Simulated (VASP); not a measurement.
Consider the following.

```xyz
1
Lattice="-2.6313 2.6313 2.6313 2.6313 -2.6313 2.6313 2.6313 2.6313 -2.6313" Properties=species:S:1:pos:R:3 pbc="T T T"
K      0.0000     0.0000     0.0000
```

Method: PBEsol GGA, VASP's PBE PAW potentials (set 64) (plane waves; VASP 6.6.1). Numerical set-up: 520 eV cut-off, 10×10×10 Γ-centred mesh, first-order Methfessel-Paxton smearing of 0.10 eV, potentials K_sv.

**Question.** What does the run give for the energy per atom (σ→0), band gap (on the k-mesh) with the smallest direct gap where there is one?

**Answer.** 
```yaml
band gap (on the k-mesh): none (metal, semimetal or under 0.01 eV)
energy per atom (σ→0): -1.129 eV/atom
```

Only differences to runs with the same potentials and settings are physical.

The compound is K in the bcc structure. This cell is one point of a volume scan, at 1.03 of the reference volume.
